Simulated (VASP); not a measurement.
A convergence study with VASP on Cd (hcp): one setting is varied, all else stays as given below, so the limit is that of these other settings. Each run relaxes cell and ions from the cell shown. The basis is that of the starting cell, so low cut-offs carry a Pulay error.

```
Cd
1.0
    1.49000    -2.58076     0.00000
    1.49000     2.58076     0.00000
    0.00000     0.00000     5.62000
Cd
2
Direct
  0.33333   0.66667   0.25000
  0.66667   0.33333   0.75000
```

Computed with PBE GGA, VASP's PBE PAW potentials (set 64) (plane waves; VASP). The tightest run used: 700 eV cut-off, 12×12×5 Γ-centred mesh, first-order Methfessel-Paxton smearing of 0.10 eV, potentials Cd.

```json
[
 {"setting": "ENCUT = 250", "relaxed volume (Å³/atom)": "20.439", "E (eV/atom)": "-0.7444", "plane waves": "408"},
 {"setting": "ENCUT = 300", "relaxed volume (Å³/atom)": "22.843", "E (eV/atom)": "-0.7466", "plane waves": "524"},
 {"setting": "ENCUT = 350", "relaxed volume (Å³/atom)": "22.966", "E (eV/atom)": "-0.7433", "plane waves": "659"},
 {"setting": "ENCUT = 400", "relaxed volume (Å³/atom)": "22.736", "E (eV/atom)": "-0.7404", "plane waves": "801"},
 {"setting": "ENCUT = 450", "relaxed volume (Å³/atom)": "22.967", "E (eV/atom)": "-0.7452", "plane waves": "963"}
]
```

### Question
These are the cheaper rows. Estimate the results at ENCUT = 700, and how far the last row shown lies from them.

### Answer

| quantity | tightest run | last row shown is off by |
|---|---|---|
| relaxed volume (Å³/atom) | 23.207 | -0.240 |
| E (eV/atom) | -0.7490 | 0.0038 |

Left out are rungs that failed or repeat a setting and relaxations that didn't move; long series are thinned to 24 rows.

The compound is Cd in the hcp structure.
